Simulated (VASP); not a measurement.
B (alpha): the band gap from VASP (plane waves, PAW) at several levels of theory. Gaps are without spin-orbit coupling. Each level names its cell: its own relaxed one, PBE's, or the starting one. A gap is the smallest over the k-mesh and a band path; hybrids may have named points in place of the path, and GW has the mesh alone.

| level | band gap (eV) |
|---|---|
| PBEsol (own cell) | 1.32 |
| r2SCAN (own cell) | 1.63 |

The cell of the PBEsol (own cell) run:

```yaml
crystal:
  lattice:
    - [4.39940, -2.43981, 0.00112]
    - [4.39940, 2.43981, 0.00112]
    - [3.04532, 0.00000, 4.00417]
  atoms:
    - { symbol: B, position: [0.01058, 0.65387, 0.01058] }
    - { symbol: B, position: [0.01058, 0.01058, 0.65387] }
    - { symbol: B, position: [0.65387, 0.01058, 0.01058] }
    - { symbol: B, position: [0.98942, 0.34613, 0.98942] }
    - { symbol: B, position: [0.98942, 0.98942, 0.34613] }
    - { symbol: B, position: [0.34613, 0.98942, 0.98942] }
    - { symbol: B, position: [0.22173, 0.62962, 0.22173] }
    - { symbol: B, position: [0.22173, 0.22173, 0.62962] }
    - { symbol: B, position: [0.62962, 0.22173, 0.22173] }
    - { symbol: B, position: [0.77827, 0.37038, 0.77827] }
    - { symbol: B, position: [0.77827, 0.77827, 0.37038] }
    - { symbol: B, position: [0.37038, 0.77827, 0.77827] }
```

Only levels that ran to the end are used. Left out are those held back, those with too coarse a band path, GW runs whose mesh misses a band edge, hybrids' fits of cells that aren't cubic and levels without matching references; a question may draw on a part of the rest.

The compound is B in the alpha structure.
